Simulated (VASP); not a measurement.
Data:

```
Nb
1.0
   -1.60669     1.60669     1.60669
    1.60669    -1.60669     1.60669
    1.60669     1.60669    -1.60669
Nb
1
Direct
  0.00000   0.00000   0.00000
```

All values below come from LDA (Ceperley-Alder, Perdew-Zunger), VASP's LDA PAW potentials (set 64) (plane waves; VASP). Run with 520 eV cut-off, 16×16×16 Γ-centred mesh, first-order Methfessel-Paxton smearing of 0.10 eV, potentials Nb_sv.

Question: Predict the energy per atom (σ→0), pressure, band gap (on the k-mesh) with the smallest direct gap where there is one.

Answer: 
```
Quantity                                                     Value
------------------------  ----------------------------------------
band gap (on the k-mesh)  none (metal, semimetal or under 0.01 eV)
energy per atom (σ→0)                              -11.249 eV/atom
pressure                                                  6.41 GPa
```

The absolute energy has meaning only against runs of the same code, potentials and settings.

The compound is Nb in the bcc structure. This cell is one point of a volume scan, at 0.97 of the reference volume.
